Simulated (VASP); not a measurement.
An input for Ansatz (written as the equivalent of a VASP run, and not itself run):

Ansatz 0.2 input:
```yaml
crystal:
  lattice:
    - [3.3269644, 0.0000000, 0.0000000]
    - [-1.6634822, 2.8812357, 0.0000000]
    - [0.0000000, 0.0000000, 5.7690515]
  atoms:
    - { symbol: Sn, position: [0.0000000, 0.0000000, 0.0000000] }
    - { symbol: Sn, position: [0.0000000, 0.0000000, 0.5000000] }
    - { symbol: C, position: [0.3333330, 0.6666670, 0.2500000] }
    - { symbol: C, position: [0.6666670, 0.3333330, 0.7500000] }
kpoints:
  mp_grid: { grid: [11, 11, 6] }
hamiltonian:
  xc: pbesol
  pseudopotentials: { kind: paw }
scf:
  occupations: { method: methfessel_paxton, width: 0.1 }
  max_iter: 100
relax:
  max_steps: 40
  f_tol: 0.02
  cell: { p_target: 5 }
output: { forces: true, stress: true, eigenvalues: true }
```

Problem. Write the VASP files for the same calculation (PBEsol).

Solution. This is not unique; one that fits is 
### POSCAR
```
SnC
1.0
  3.3269643716   0.0000000000   0.0000000000
 -1.6634821858   2.8812357430   0.0000000000
  0.0000000000   0.0000000000   5.7690514776
Sn C
2 2
Cartesian
  0.0000000000   0.0000000000   0.0000000000
  0.0000000000   0.0000000000   2.8845257388
 -0.0000016635   1.9208247891   1.4422628694
  1.6634838493   0.9604109539   4.3267886082
```

**KPOINTS**
```
Automatic mesh
0
Gamma
11 11 6
0 0 0
```

**INCAR**
```
! general
SYSTEM   =  SnC
PREC     =  Accurate
ENCUT    =  620
LREAL    =  .False.   ! projection in real space or not
LASPH    =  .True.   ! aspherical one-centre terms

! electronic loop
EDIFF    =  1E-6   ! SCF stop (eV)
NELM     =  100   ! most electronic steps
ALGO     =  Normal
LMAXMIX  =  4   ! l cut-off of mixed one-centre charges

! smearing
ISMEAR   =  1   ! Methfessel-Paxton
SIGMA    =  0.1   ! width (eV)

! functional
GGA      =  PS   ! PBEsol

! ions
IBRION   =  2
NSW      =  40
ISIF     =  3   ! ions, shape and volume
EDIFFG   =  -0.02   ! ionic stop
PSTRESS  =  50   ! kbar

! output
LWAVE    =  .False.
LCHARG   =  .False.
```

POTCAR, in this order: Sn_d C (PBE.64 set). Program: vasp_std.

What does not carry over: each code has its own PAW files, so the cut-off isn't converted (ENCUT is set for VASP's; basis.ecutwfc is left out, and Ansatz then takes the one that its files recommend); Ansatz stops its SCF on the density residual and VASP on the energy change (EDIFF).

The structure was generated: SnC was put into the NiAs type type (P6_3/mmc), which need not be its known phase. This run relaxes it under an external pressure of 5 GPa. Symmetry was kept, so distortions that lower it aren't found.
